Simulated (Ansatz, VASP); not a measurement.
Two plane-wave programs on NaRh

```
Na Rh
1.0
     2.76042    0.00000    0.00000
    -1.38021    2.39060    0.00000
     0.00000    0.00000    5.00792
Na Rh
1 1
Direct
  0.00000 0.00000 0.00000
  0.33333 0.66667 0.50000
```

Alike in both runs: functional PBE; k mesh 6 × 6 × 4; occupations gaussian, width 0.1 eV; no spin polarisation.

Ansatz relaxed the structure, and its values are those at the end. VASP's run is a single point on that final structure, the one shown.

|  | VASP | Ansatz |
| --- | --- | --- |
| version | VASP 6.6.1 | Ansatz 0.2.0 |
| potentials or method | VASP PAW PBE potentials, release 64 (Na_pv, Rh_pv) | scalar-relativistic, plane waves, PAW |
| plane-wave cutoff (eV) | 520 | 420 |
| valence electrons in the cell | 22 | 26 |

|  | VASP | Ansatz | Ansatz less VASP |
| --- | --- | --- | --- |
| gap on the k mesh at the Fermi level (eV) | none | none | - |
| pressure (GPa) | 0.1 | 0.0 | -0.12 |

A gap of «none» marks a metal or a gap that the smearing closes. The two sets of potentials don't hold the same shells in valence.

Caveats: the k mesh is coarse (spacing up to 0.44 Å⁻¹), so the values aren't converged.
